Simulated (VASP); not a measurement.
The system is LiMg6Mo.

```xyz
8
Lattice="4.3394 0.0000 0.0000 0.0000 4.2551 4.3687 0.0000 -4.2551 4.3687" Properties=species:S:1:pos:R:3 pbc="T T T"
Mo    0.0000    0.0000    1.0715
Mg    2.1697    0.0000    3.0938
Mg    2.1697    0.0000    7.8023
Mg    2.1697   -2.1831    5.4518
Mg    2.1697    2.1831    5.4518
Mg    0.0000   -2.1034    3.2804
Mg    0.0000    2.1034    3.2804
Li    0.0000    0.0000    5.5178
```

The cell comes from a database or a generator and needn't be the stable form of this composition.

```yaml
Program: VASP 6.6.1
Task: single point
Functional: PBE
Potentials_or_basis: VASP PAW PBE potentials, release 64 (Mo_sv, Mg, Li_sv)
Cutoff: 520 eV
k_mesh: 6 × 5 × 5
Occupations: fermi-dirac, width 0.05 eV
Spin: no spin polarisation
```

On this cell: largest force 0.067 eV/Å; band gap on the k mesh none (metal or under the smearing width).

The same run follows on a disturbed copy (atoms moved at random, drawn with an rms of 0.05 Å):

```
Mo Mg Li
1.0
     4.33937    0.00000    0.00000
     0.00000    4.25514    4.36871
     0.00000   -4.25514    4.36871
Mo Mg Li
1 6 1
Direct
  0.00590 0.11594 0.11230
  0.51022 0.34785 0.35136
  0.50485 0.89880 0.88523
  0.49140 0.36323 0.87145
  0.50478 0.87736 0.36621
  0.00215 0.13027 0.61838
  0.99558 0.62575 0.12867
  0.98499 0.62971 0.62744
```

Question: What changes?

Answer: The energy (extrapolated to zero smearing) moves by +5.8 meV/atom; largest force 0.353 eV/Å; band gap on the k mesh none (metal or under the smearing width).

Forces in eV/Å, atoms in the order of the input:
```
Mo  -0.116  0.001  0.334
Mg  -0.163  0.183 -0.009
Mg  -0.076 -0.258 -0.177
Mg   0.112  0.043  0.279
Mg  -0.103  0.065 -0.087
Mg   0.032 -0.037 -0.137
Mg   0.173  0.017 -0.212
Li   0.142 -0.014  0.010
```
